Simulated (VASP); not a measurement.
Input:

```xyz
1
Lattice="0.0000 3.0400 3.0400 3.0400 0.0000 3.0400 3.0400 3.0400 0.0000" Properties=species:S:1:pos:R:3 pbc="T T T"
Sr     0.0000     0.0000     0.0000
```

These are PBE GGA, VASP's PBE PAW potentials (set 64) (plane waves; VASP) values and carry that method's errors. Numerical set-up: 400 eV cut-off, KSPACING 0.8 per Å, first-order Methfessel-Paxton smearing of 0.10 eV, potentials Sr_sv.

Estimate the energy per atom (σ→0).

- energy per atom (σ→0) = -1.546 eV/atom

Only differences to runs with the same potentials and settings are physical.

The compound is Sr in the fcc structure. The cell was not relaxed at this level. The run is one of a series of settings (KGAMMA = .TRUE., KSPACING = 0.8, KPOINTS file removed against the base run), some of them coarse on purpose.
